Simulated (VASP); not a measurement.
Output of a VASP run:

OSZICAR:
```
       N       E                     dE             d eps       ncg     rms          rms(c)
DAV:   1     0.365325239053E+03    0.36533E+03   -0.20238E+04  1000   0.171E+03
DAV:   2    -0.275565807973E+01   -0.36808E+03   -0.36125E+03  1074   0.436E+02
DAV:   3    -0.351937468994E+02   -0.32438E+02   -0.31231E+02  1450   0.108E+02
DAV:   4    -0.361673806807E+02   -0.97363E+00   -0.96779E+00  1222   0.208E+01
DAV:   5    -0.361958785620E+02   -0.28498E-01   -0.28467E-01  1400   0.350E+00    0.234E+01
DAV:   6    -0.338981224684E+02    0.22978E+01   -0.19671E+01  1424   0.335E+01    0.130E+01
DAV:   7    -0.337683130438E+02    0.12981E+00   -0.26615E+01  1415   0.321E+01    0.104E+01
DAV:   8    -0.328941321643E+02    0.87418E+00   -0.18533E+00  1405   0.108E+01    0.456E+00
DAV:   9    -0.328410526501E+02    0.53080E-01   -0.23819E+00  1468   0.843E+00    0.288E+00
DAV:  10    -0.327506405515E+02    0.90412E-01   -0.62341E-01  1409   0.532E+00    0.246E-01
DAV:  11    -0.327533958931E+02   -0.27553E-02   -0.13159E-02  1401   0.883E-01    0.508E-01
DAV:  12    -0.327512972909E+02    0.20986E-02   -0.10920E-02  1427   0.602E-01    0.995E-02
DAV:  13    -0.327512919329E+02    0.53580E-05   -0.22231E-04  1124   0.118E-01    0.413E-02
DAV:  14    -0.327513107418E+02   -0.18809E-04   -0.11370E-04  1449   0.780E-02    0.589E-02
DAV:  15    -0.327512863525E+02    0.24389E-04   -0.69061E-05  1512   0.543E-02    0.144E-02
DAV:  16    -0.327512848875E+02    0.14651E-05   -0.80669E-06  1385   0.179E-02    0.352E-03
DAV:  17    -0.327512848627E+02    0.24736E-07   -0.57845E-07   557   0.584E-03
   1 F= -.32751285E+02 E0= -.32750998E+02  d E =-.327513E+02
```

OUTCAR:
```
------------------------ aborting loop because EDIFF is reached ----------------------------------------
  FORCE on cell =-STRESS in cart. coord.  units (eV):
  Direction    XX          YY          ZZ          XY          YZ          ZX
  --------------------------------------------------------------------------------------
  Total       -0.0195297     -0.0195297     -0.0195297      0.0000000      0.0000000      0.0000000
  in kB       -0.5281155     -0.5281155     -0.5281155      0.0000000      0.0000000      0.0000000
  external PRESSURE =      -0.5281155 kB  Pullay stress =       0.0000000 kB
  volume of cell :       59.25
      direct lattice vectors                 reciprocal lattice vectors
     3.898452280  0.000000000  0.000000000     0.256512054  0.000000000  0.000000000
     0.000000000  3.898452280  0.000000000     0.000000000  0.256512054  0.000000000
     0.000000000  0.000000000  3.898452280     0.000000000  0.000000000  0.256512054
 POSITION                                       TOTAL-FORCE (eV/Angst)
 -----------------------------------------------------------------------------------
      0.00000      0.00000      0.00000         0.000000      0.000000      0.000000
      0.00000      1.94923      1.94923         0.000000      0.000000      0.000000
      1.94923      0.00000      1.94923         0.000000      0.000000      0.000000
      1.94923      1.94923      0.00000         0.000000      0.000000      0.000000
 -----------------------------------------------------------------------------------
    total drift:                                0.000000      0.000000      0.000000
  FREE ENERGIE OF THE ION-ELECTRON SYSTEM (eV)
  ---------------------------------------------------
  free  energy   TOTEN  =       -32.7512848627 eV

  energy  without entropy=      -32.7504241727  energy(sigma->0) =      -32.75099797

 reached required accuracy - stopping structural energy minimisation
```
(Selected blocks of OUTCAR.)

### POSCAR
```
Pt3Ti
1
    3.8984522796    -0.0000000000    -0.0000000000
    0.0000000000     3.8984522796    -0.0000000000
    0.0000000000     0.0000000000     3.8984522796
Ti Pt
1 3
Direct
  0.0000000000   0.0000000000   0.0000000000
  0.0000000000   0.5000000000   0.5000000000
  0.5000000000   0.0000000000   0.5000000000
  0.5000000000   0.5000000000   0.0000000000
```

### Question
Reconstruct the remaining input files.

### Answer
This is not unique; one that fits is the input of the run itself, PBEsol GGA, plane waves, VASP's PBE PAW potentials (set 64).

### INCAR
```
! general
SYSTEM  = Pt3Ti
PREC    = Accurate
ENCUT   = 480
LREAL   = F
LASPH   = T

! electronic loop
EDIFF   = 1E-6
NELM    = 100
ALGO    = Normal
LMAXMIX = 6

! smearing
ISMEAR  = 1
SIGMA   = 0.1

! functional
GGA     = PS

! ions
IBRION  = 2
NSW     = 60
ISIF    = 3
EDIFFG  = -0.02

! output
LWAVE   = F
LCHARG  = F
```

File KPOINTS:
```
Automatic mesh
0
gamma
  7 7 7
0 0 0
```

POTCAR, in this order: Ti_sv Pt (PBE.64 set). Program: vasp_std.

The compound is Pt3Ti in the L1_2 structure. It was relaxed first. The start is the result of an earlier pass.
